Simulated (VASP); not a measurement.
# Na2ZrS2 (I4/mmm) in VASP: notebook

The runs below take Na2ZrS2 through band structure, with RPBE, revPBE, BLYP.

All numbers are computed with VASP 6.6.1; they aren't measurements. Logs are shortened: lines on timing, memory, paths and dates and some standing lists are left out, and cuts for length are marked.

## Step 1: The structure

The structure is tetragonal, space group I4/mmm (No. 139). The conventional cell has a = 4.952 Å, b = 4.952 Å, c = 8.081 Å, α = 90.00°, β = 90.00°, γ = 90.00°. Na (site symmetry 4mm) is surrounded by 1 Na at 2.31 Å and 4 S at 2.62 Å. Around Zr (site symmetry 4/mmm) lie 2 Na at 2.88 Å and 8 S at 3.20 Å. Around S (site symmetry -4m2) lie 4 Na at 2.62 Å.

The cell was built by a generator and needn't be a form met in nature.

## Step 2: Band structure, RPBE

POSCAR

```
Na2ZrS2
1.0
   -2.4761800000      2.4761800000      4.0403500000
    2.4761800000     -2.4761800000      4.0403500000
    2.4761800000      2.4761800000     -4.0403500000
Na Zr S
2 1 2
Direct
    0.3567700000      0.3567700000      0.0000000000
    0.6432300000      0.6432300000      0.0000000000
    0.0000000000      0.0000000000      0.0000000000
    0.7500000000      0.2500000000      0.5000000000
    0.2500000000      0.7500000000      0.5000000000
```

INCAR.step1

```
SYSTEM = Na2ZrS2
ALGO = Fast ; EDIFF = 1E-7
ENCUT = 520 ; GGA = RP
ISIF = 2 ; ISMEAR = -1
LASPH = .TRUE. ; LCHARG = .TRUE.
LMAXMIX = 4 ; LREAL = .FALSE.
LWAVE = .FALSE. ; NELM = 80
PREC = Accurate ; SIGMA = 0.05
```

KPOINTS.step1

```
k-points
0
G
  6 6 6
  0 0 0
```

INCAR.step2

```
SYSTEM = Na2ZrS2
ALGO = Fast ; EDIFF = 1E-7
ENCUT = 520 ; GGA = RP
ICHARG = 11 ; ISIF = 2
ISMEAR = 0 ; LASPH = .TRUE.
LCHARG = .FALSE. ; LMAXMIX = 4
LREAL = .FALSE. ; LWAVE = .FALSE.
NELM = 80 ; PREC = Accurate
SIGMA = 0.05
```

KPOINTS.step2

```
path GXYSGZS1NPY1Z,XP
15
line-mode
reciprocal
 0.0000000000  0.0000000000  0.0000000000  G
 0.0000000000  0.0000000000  0.5000000000  X

 0.0000000000  0.0000000000  0.5000000000  X
-0.1878003734  0.1878003734  0.5000000000  Y

-0.1878003734  0.1878003734  0.5000000000  Y
-0.3439001867  0.3439001867  0.3439001867  S

-0.3439001867  0.3439001867  0.3439001867  S
 0.0000000000  0.0000000000  0.0000000000  G

 0.0000000000  0.0000000000  0.0000000000  G
 0.5000000000  0.5000000000 -0.5000000000  Z

 0.5000000000  0.5000000000 -0.5000000000  Z
 0.3439001867  0.6560998133 -0.3439001867  S1

 0.3439001867  0.6560998133 -0.3439001867  S1
 0.0000000000  0.5000000000  0.0000000000  N

 0.0000000000  0.5000000000  0.0000000000  N
 0.2500000000  0.2500000000  0.2500000000  P

 0.2500000000  0.2500000000  0.2500000000  P
 0.5000000000  0.5000000000 -0.1878003734  Y1

 0.5000000000  0.5000000000 -0.1878003734  Y1
 0.5000000000  0.5000000000 -0.5000000000  Z

 0.0000000000  0.0000000000  0.5000000000  X
 0.2500000000  0.2500000000  0.2500000000  P
```

Potentials or basis: VASP PAW PBE potentials, release 64 (Na_pv, Zr_sv, S).

The run is started by

```sh
> cat potpaw_PBE.64/Na_pv/POTCAR potpaw_PBE.64/Zr_sv/POTCAR potpaw_PBE.64/S/POTCAR > POTCAR
> cp INCAR.step1 INCAR
> cp KPOINTS.step1 KPOINTS
> mpirun -np 1 vasp_std > vasp.out
> cp INCAR.step2 INCAR
> cp KPOINTS.step2 KPOINTS
> mpirun -np 1 vasp_std > vasp.out
```

OUTCAR:

```text
SYSTEM = Na2ZrS2
   EDIFF = 1E-7
   ENCUT = 520
   GGA = RP
   ICHARG = 11
   ISIF = 2
   ISMEAR = 0
   LASPH = .TRUE.
   LREAL = .FALSE.
   NELM = 80
   PREC = Accurate

 ion  position               nearest neighbor table
   1  0.357  0.357  0.000-   2 2.31   5 2.62   4 2.62   4 2.62   5 2.62   3 2.88
   2  0.643  0.643  0.000-   1 2.31   4 2.62   5 2.62   4 2.62   5 2.62   3 2.88
   3  0.000  0.000  0.000-   1 2.88   2 2.88   4 3.20   5 3.20   4 3.20   5 3.20   4 3.20   5 3.20
                             4 3.20   5 3.20
   4  0.750  0.250  0.500-   1 2.62   2 2.62   1 2.62   2 2.62   3 3.20   3 3.20   3 3.20   3 3.20

   5  0.250  0.750  0.500-   1 2.62   2 2.62   1 2.62   2 2.62   3 3.20   3 3.20   3 3.20   3 3.20

  LATTYP: Found a body centered tetragonal cell.
 ALAT       =     4.9523600000
 C/A-ratio  =     1.6316867110

  Lattice vectors:

 A1 = (  -2.4761800000,   2.4761800000,   4.0403500000)
 A2 = (   2.4761800000,  -2.4761800000,   4.0403500000)
 A3 = (   2.4761800000,   2.4761800000,  -4.0403500000)

Analysis of symmetry for initial positions (statically):
=====================================================================
 Subroutine PRICEL returns:
 Original cell was already a primitive cell.

 Routine SETGRP: Setting up the symmetry group for a
 body centered tetragonal supercell.

 Subroutine GETGRP returns: Found 16 space group operations
 (whereof 16 operations were pure point group operations)
 out of a pool of 16 trial point group operations.

The static configuration has the point symmetry D_4h.

Analysis of symmetry for dynamics (positions and initial velocities):
=====================================================================
 Subroutine PRICEL returns:
 Original cell was already a primitive cell.

 Routine SETGRP: Setting up the symmetry group for a
 body centered tetragonal supercell.

 Subroutine GETGRP returns: Found 16 space group operations
 (whereof 16 operations were pure point group operations)
 out of a pool of 16 trial point group operations.

The dynamic configuration has the point symmetry D_4h.

 Subroutine INISYM returns: Found 16 space group operations
 (whereof 16 operations are pure point group operations),
 and found     1 'primitive' translations

----------------------------------------------------------------------------------------

                                     Primitive cell

  volume of cell :      99.0931

  direct lattice vectors                    reciprocal lattice vectors
    -2.476180000  2.476180000  4.040350000     0.000000000  0.201923931  0.123751655
     2.476180000 -2.476180000  4.040350000     0.201923931  0.000000000  0.123751655
     2.476180000  2.476180000 -4.040350000     0.201923931  0.201923931  0.000000000

  length of vectors
     5.346715151  5.346715151  5.346715151     0.236828516  0.236828516  0.285563562

  position of ions in fractional coordinates (direct lattice)
     0.356770000  0.356770000  0.000000000
     0.643230000  0.643230000  0.000000000
     0.000000000  0.000000000  0.000000000
     0.750000000  0.250000000  0.500000000
     0.250000000  0.750000000  0.500000000

  ion indices of the primitive-cell ions
   primitive index   ion index
                 1           1
                 2           2
                 3           3
                 4           4
                 5           5

----------------------------------------------------------------------------------------

 KPOINTS: path GXYSGZS1NPY1Z,XP

Interpolating k-points between supplied coordinates.

 Line segments in fractional coordinates (reciprocal lattice):
    0.000000  0.000000  0.000000  ...  0.000000  0.000000  0.500000
    0.000000  0.000000  0.500000  ... -0.187800  0.187800  0.500000
   -0.187800  0.187800  0.500000  ... -0.343900  0.343900  0.343900
   -0.343900  0.343900  0.343900  ...  0.000000  0.000000  0.000000
    0.000000  0.000000  0.000000  ...  0.500000  0.500000 -0.500000
    0.500000  0.500000 -0.500000  ...  0.343900  0.656100 -0.343900
[... 43 lines left out ...]
 maximum number of plane-waves:      2702

 number of electron      38.0000006 magnetization

 Free energy of the ion-electron system (eV)
  ---------------------------------------------------
  ext. energy  EPLUGINS =         0.00000000
  ---------------------------------------------------
  free energy    TOTEN  =       -18.73922579 eV

  energy without entropy =      -18.73402405  energy(sigma->0) =      -18.73662492

 E-fermi :   5.7893     XC(G=0):  -9.5180

 val. band max:        5.7828670107   @ k =   0.1228   0.5557  -0.1228
 cond. band min:       5.7961391269   @ k =   0.1429   0.1429  -0.1429
 fundamental gap:      0.0132721162
 Fermi energy:         5.7892952116

 k-point     1 :       0.0000    0.0000    0.0000
  band No.  band energies     occupation
      1     -44.6650      2.00000
      2     -22.7042      2.00000
      3     -22.6145      2.00000
      4     -22.6144      2.00000
      5     -19.2509      2.00000
      6     -18.8063      2.00000
[... 15 lines left out ...]
     22       7.7701      0.00000
     23       7.7715      0.00000

 k-point     2 :       0.0000    0.0000    0.0357
  band No.  band energies     occupation
      1     -44.6650      2.00000
      2     -22.7043      2.00000
      3     -22.6145      2.00000
      4     -22.6145      2.00000
      5     -19.2508      2.00000
      6     -18.8066      2.00000
[... 15 lines left out ...]
     22       7.7679      0.00000
     23       7.8405      0.00000

 k-point     3 :       0.0000    0.0000    0.0714
  band No.  band energies     occupation
      1     -44.6650      2.00000
      2     -22.7043      2.00000
      3     -22.6148      2.00000
      4     -22.6146      2.00000
      5     -19.2507      2.00000
      6     -18.8075      2.00000
[... 15 lines left out ...]
     22       7.7292      0.00000
     23       7.8277      0.00000
[... 495 lines left out ...]
 k-point    23 :      -0.0939    0.0939    0.5000
  band No.  band energies     occupation
      1     -44.6649      2.00000
      2     -22.7056      2.00000
      3     -22.6209      2.00000
      4     -22.6178      2.00000
      5     -19.2469      2.00000
      6     -18.8284      2.00000
[... 15 lines left out ...]
     22       6.9508      0.00000
     23       7.4186      0.00000

 k-point    24 :      -0.1073    0.1073    0.5000
  band No.  band energies     occupation
      1     -44.6649      2.00000
      2     -22.7057      2.00000
      3     -22.6208      2.00000
      4     -22.6177      2.00000
      5     -19.2468      2.00000
      6     -18.8281      2.00000
[... 15 lines left out ...]
     22       6.9039      0.00000
     23       7.4156      0.00000

 [... further k-points ...]

------------------------ aborting loop because EDIFF is reached ----------------------------------------

  FORCE on cell =-STRESS in cart. coord.  units (eV):
  Direction    XX          YY          ZZ          XY          YZ          ZX
  --------------------------------------------------------------------------------------
  -------------------------------------------------------------------------------------
  Total        0.4859137      0.4859137      3.0340128      0.0000000      0.0000000      0.0000000
  in kB        7.8564488      7.8564488     49.0551478      0.0000000      0.0000000      0.0000000
  external PRESSURE =      21.5893484 kB  Pullay stress =       0.0000000 kB

 VOLUME and BASIS-vectors are now :
 -----------------------------------------------------------------------------
  energy-cutoff  :      520.00
  volume of cell :       99.09
      direct lattice vectors                 reciprocal lattice vectors
    -2.476180000  2.476180000  4.040350000     0.000000000  0.201923931  0.123751655
     2.476180000 -2.476180000  4.040350000     0.201923931  0.000000000  0.123751655
     2.476180000  2.476180000 -4.040350000     0.201923931  0.201923931  0.000000000

 POSITION                                       TOTAL-FORCE (eV/Angst)
 -----------------------------------------------------------------------------------
      0.00000      0.00000      2.88295        -0.000000     -0.000000      0.054084
      0.00000      0.00000      5.19775        -0.000000     -0.000000     -0.054084
      0.00000      0.00000      0.00000         0.000000      0.000000     -0.000000
     -0.00000      2.47618      2.02018         0.000000      0.000000     -0.000000
      2.47618     -0.00000      2.02018         0.000000      0.000000     -0.000000
 -----------------------------------------------------------------------------------
    total drift:                                0.000000      0.000000     -0.000000

  FREE ENERGIE OF THE ION-ELECTRON SYSTEM (eV)
  ---------------------------------------------------
  free  energy   TOTEN  =       -18.7392257908 eV

  energy  without entropy=      -18.7340240479  energy(sigma->0) =      -18.73662492
```

It took 14 min on 1 thread of AMD EPYC 9R45 (Zen 5), shared host; peak memory 0.46 GiB.

Results:

```
Band gap along the path : none (metal or under the smearing width)
```

Levels at the corners of the path, in eV from the Fermi level:
| point | band 15 | band 16 | band 17 | band 18 | band 19 | band 20 | band 21 | band 22 | band 23 |
| --- | --- | --- | --- | --- | --- | --- | --- | --- | --- |
| Γ | -3.97 | -2.93 | -1.83 | -1.83 | -0.81 | -0.04 | 0.43 | 2.00 | 2.00 |
| X | -4.03 | -2.97 | -1.90 | -1.40 | -0.72 | 0.35 | 0.81 | 1.40 | 1.66 |
| X | -4.03 | -2.97 | -1.90 | -1.40 | -0.72 | 0.35 | 0.81 | 1.40 | 1.66 |
| Y | -4.02 | -2.80 | -2.79 | -1.56 | -0.23 | 0.32 | 0.78 | 0.88 | 1.58 |
| Y | -4.02 | -2.80 | -2.79 | -1.56 | -0.23 | 0.32 | 0.78 | 0.88 | 1.58 |
| S | -3.99 | -2.92 | -2.71 | -2.31 | 0.00 | 0.25 | 0.60 | 1.11 | 1.29 |
| S | -3.99 | -2.92 | -2.71 | -2.31 | 0.00 | 0.25 | 0.60 | 1.11 | 1.29 |
| Γ | -3.97 | -2.93 | -1.83 | -1.83 | -0.81 | -0.04 | 0.43 | 2.00 | 2.01 |
| Γ | -3.97 | -2.93 | -1.83 | -1.83 | -0.81 | -0.04 | 0.43 | 2.00 | 2.00 |
| Z | -4.33 | -2.20 | -2.20 | -1.95 | -0.58 | 0.36 | 0.53 | 1.11 | 1.11 |
| Z | -4.33 | -2.20 | -2.20 | -1.95 | -0.58 | 0.36 | 0.53 | 1.11 | 1.11 |
| S1 | -3.99 | -2.92 | -2.71 | -2.31 | 0.00 | 0.25 | 0.60 | 1.11 | 1.29 |
| S1 | -3.99 | -2.92 | -2.71 | -2.31 | 0.00 | 0.25 | 0.60 | 1.11 | 1.29 |
| N | -3.78 | -3.65 | -3.32 | -3.24 | -0.07 | 0.06 | 0.81 | 1.80 | 1.93 |
| N | -3.78 | -3.65 | -3.32 | -3.24 | -0.07 | 0.06 | 0.81 | 1.79 | 1.92 |
| P | -3.54 | -3.54 | -1.85 | -1.48 | -0.25 | 0.35 | 1.00 | 1.00 | 1.46 |
| P | -3.54 | -3.54 | -1.85 | -1.48 | -0.25 | 0.35 | 1.00 | 1.00 | 1.45 |
| Y1 | -4.02 | -2.80 | -2.79 | -1.56 | -0.23 | 0.32 | 0.78 | 0.88 | 1.59 |
| Y1 | -4.02 | -2.80 | -2.79 | -1.56 | -0.23 | 0.32 | 0.78 | 0.88 | 1.58 |
| Z | -4.33 | -2.20 | -2.20 | -1.95 | -0.58 | 0.36 | 0.53 | 1.11 | 1.11 |
| X | -4.03 | -2.97 | -1.90 | -1.40 | -0.72 | 0.35 | 0.81 | 1.40 | 1.66 |
| P | -3.54 | -3.54 | -1.85 | -1.48 | -0.25 | 0.35 | 1.00 | 1.00 | 1.45 |

Caveat: the log is that of the step along the path at fixed density, whose energy, stress, charges and moments have no meaning; the PAW data sets were made with another functional, which shifts forces and pressure a little.

## Step 3: Band structure, revPBE

POSCAR is that of step 2.

Changes to INCAR.step1 since step 2:

```diff
@@ -2,3 +2,3 @@
 ALGO = Fast ; EDIFF = 1E-7
-ENCUT = 520 ; GGA = RP
+ENCUT = 520 ; GGA = RE
 ISIF = 2 ; ISMEAR = -1
```

KPOINTS.step1 is that of step 2.

Changes to INCAR.step2 since step 2:

```diff
@@ -2,3 +2,3 @@
 ALGO = Fast ; EDIFF = 1E-7
-ENCUT = 520 ; GGA = RP
+ENCUT = 520 ; GGA = RE
 ICHARG = 11 ; ISIF = 2
```

KPOINTS.step2 is that of step 2.

Potentials or basis: VASP PAW PBE potentials, release 64 (Na_pv, Zr_sv, S).

The run is started by

```sh
> cat potpaw_PBE.64/Na_pv/POTCAR potpaw_PBE.64/Zr_sv/POTCAR potpaw_PBE.64/S/POTCAR > POTCAR
> cp INCAR.step1 INCAR
> cp KPOINTS.step1 KPOINTS
> mpirun -np 1 vasp_std > vasp.out
> cp INCAR.step2 INCAR
> cp KPOINTS.step2 KPOINTS
> mpirun -np 1 vasp_std > vasp.out
```

It took 14 min on 1 thread of AMD EPYC 9R45 (Zen 5), shared host; peak memory 0.46 GiB.

It converged, with:

```
Band gap along the path : none (metal or under the smearing width)
```

Levels at the corners of the path, in eV from the Fermi level:
| point | band 16 | band 17 | band 18 | band 19 | band 20 | band 21 | band 22 | band 23 |
| --- | --- | --- | --- | --- | --- | --- | --- | --- |
| Γ | -2.92 | -1.83 | -1.83 | -0.82 | -0.04 | 0.41 | 2.00 | 2.00 |
| X | -2.96 | -1.90 | -1.40 | -0.72 | 0.35 | 0.80 | 1.39 | 1.66 |
| X | -2.96 | -1.90 | -1.40 | -0.72 | 0.35 | 0.80 | 1.39 | 1.66 |
| Y | -2.80 | -2.78 | -1.55 | -0.23 | 0.32 | 0.77 | 0.87 | 1.58 |
| Y | -2.80 | -2.78 | -1.55 | -0.23 | 0.32 | 0.77 | 0.87 | 1.58 |
| S | -2.92 | -2.71 | -2.31 | 0.00 | 0.25 | 0.58 | 1.11 | 1.28 |
| S | -2.92 | -2.71 | -2.31 | 0.00 | 0.25 | 0.58 | 1.11 | 1.29 |
| Γ | -2.92 | -1.83 | -1.83 | -0.82 | -0.04 | 0.41 | 2.00 | 2.01 |
| Γ | -2.92 | -1.83 | -1.83 | -0.82 | -0.04 | 0.41 | 2.00 | 2.00 |
| Z | -2.20 | -2.20 | -1.94 | -0.59 | 0.36 | 0.51 | 1.11 | 1.11 |
| Z | -2.20 | -2.20 | -1.94 | -0.59 | 0.36 | 0.51 | 1.11 | 1.11 |
| S1 | -2.92 | -2.71 | -2.31 | 0.00 | 0.25 | 0.58 | 1.11 | 1.28 |
| S1 | -2.92 | -2.71 | -2.31 | 0.00 | 0.25 | 0.58 | 1.11 | 1.28 |
| N | -3.65 | -3.32 | -3.24 | -0.07 | 0.06 | 0.80 | 1.80 | 1.93 |
| N | -3.65 | -3.32 | -3.24 | -0.07 | 0.06 | 0.80 | 1.79 | 1.91 |
| P | -3.54 | -1.84 | -1.48 | -0.25 | 0.35 | 1.00 | 1.00 | 1.45 |
| P | -3.54 | -1.84 | -1.48 | -0.25 | 0.35 | 1.00 | 1.00 | 1.44 |
| Y1 | -2.80 | -2.78 | -1.55 | -0.23 | 0.32 | 0.77 | 0.87 | 1.59 |
| Y1 | -2.80 | -2.78 | -1.55 | -0.23 | 0.32 | 0.77 | 0.87 | 1.57 |
| Z | -2.20 | -2.20 | -1.94 | -0.59 | 0.36 | 0.51 | 1.11 | 1.11 |
| X | -2.96 | -1.90 | -1.40 | -0.72 | 0.35 | 0.80 | 1.39 | 1.66 |
| P | -3.54 | -1.84 | -1.48 | -0.25 | 0.35 | 1.00 | 1.00 | 1.45 |

Caveat: the log is that of the step along the path at fixed density, whose energy, stress, charges and moments have no meaning; the PAW data sets were made with another functional, which shifts forces and pressure a little.

## Step 4: Band structure, BLYP

POSCAR is that of step 3.

Changes to INCAR.step1 since step 3:

```diff
@@ -1,4 +1,6 @@
 SYSTEM = Na2ZrS2
+AGGAC = 1.0 ; AGGAX = 1.0
+ALDAC = 0.0 ; ALDAX = 1.0
 ALGO = Fast ; EDIFF = 1E-7
-ENCUT = 520 ; GGA = RE
+ENCUT = 520 ; GGA = B5
 ISIF = 2 ; ISMEAR = -1
```

KPOINTS.step1 is that of step 3.

Changes to INCAR.step2 since step 3:

```diff
@@ -1,4 +1,6 @@
 SYSTEM = Na2ZrS2
+AGGAC = 1.0 ; AGGAX = 1.0
+ALDAC = 0.0 ; ALDAX = 1.0
 ALGO = Fast ; EDIFF = 1E-7
-ENCUT = 520 ; GGA = RE
+ENCUT = 520 ; GGA = B5
 ICHARG = 11 ; ISIF = 2
```

KPOINTS.step2 is that of step 3.

The run is started by

```sh
> cat potpaw_PBE.64/Na_pv/POTCAR potpaw_PBE.64/Zr_sv/POTCAR potpaw_PBE.64/S/POTCAR > POTCAR
> cp INCAR.step1 INCAR
> cp KPOINTS.step1 KPOINTS
> mpirun -np 1 vasp_std > vasp.out
> cp INCAR.step2 INCAR
> cp KPOINTS.step2 KPOINTS
> mpirun -np 1 vasp_std > vasp.out
```

It took 16 min on 1 thread of AMD EPYC 9R45 (Zen 5), shared host; peak memory 0.46 GiB.

Results (log left out):

| Item | Value |
| --- | --- |
| Band gap along the path | none (metal or under the smearing width) |

Levels at the corners of the path, in eV from the Fermi level:
```csv
point,band 16,band 17,band 18,band 19,band 20,band 21,band 22,band 23
Γ,-2.88,-1.81,-1.81,-0.76,-0.04,0.45,1.96,1.96
X,-2.94,-1.90,-1.39,-0.68,0.32,0.80,1.36,1.64
X,-2.94,-1.90,-1.39,-0.68,0.32,0.80,1.36,1.64
Y,-2.76,-2.75,-1.55,-0.21,0.30,0.77,0.87,1.56
Y,-2.76,-2.75,-1.55,-0.21,0.30,0.77,0.87,1.56
S,-2.87,-2.67,-2.29,0.00,0.23,0.59,1.10,1.27
S,-2.87,-2.67,-2.29,0.00,0.23,0.59,1.10,1.27
Γ,-2.88,-1.81,-1.81,-0.76,-0.04,0.45,1.96,1.97
Γ,-2.88,-1.81,-1.81,-0.76,-0.04,0.45,1.96,1.96
Z,-2.18,-2.18,-1.93,-0.57,0.33,0.52,1.10,1.10
Z,-2.18,-2.18,-1.93,-0.57,0.33,0.52,1.10,1.10
S1,-2.87,-2.67,-2.29,0.00,0.23,0.59,1.10,1.27
S1,-2.87,-2.67,-2.29,0.00,0.23,0.59,1.10,1.27
N,-3.59,-3.25,-3.17,-0.06,0.05,0.78,1.76,1.89
N,-3.59,-3.25,-3.17,-0.06,0.05,0.78,1.75,1.88
P,-3.47,-1.84,-1.47,-0.23,0.31,1.01,1.01,1.41
P,-3.47,-1.84,-1.47,-0.23,0.31,1.01,1.01,1.40
Y1,-2.76,-2.75,-1.55,-0.21,0.30,0.77,0.87,1.57
Y1,-2.76,-2.75,-1.55,-0.21,0.30,0.77,0.87,1.56
Z,-2.18,-2.18,-1.93,-0.57,0.33,0.52,1.10,1.10
X,-2.94,-1.90,-1.39,-0.68,0.32,0.80,1.36,1.64
P,-3.47,-1.84,-1.47,-0.23,0.31,1.01,1.01,1.40
```

Caveat: the log is that of the step along the path at fixed density, whose energy, stress, charges and moments have no meaning; the PAW data sets were made with another functional, which shifts forces and pressure a little.
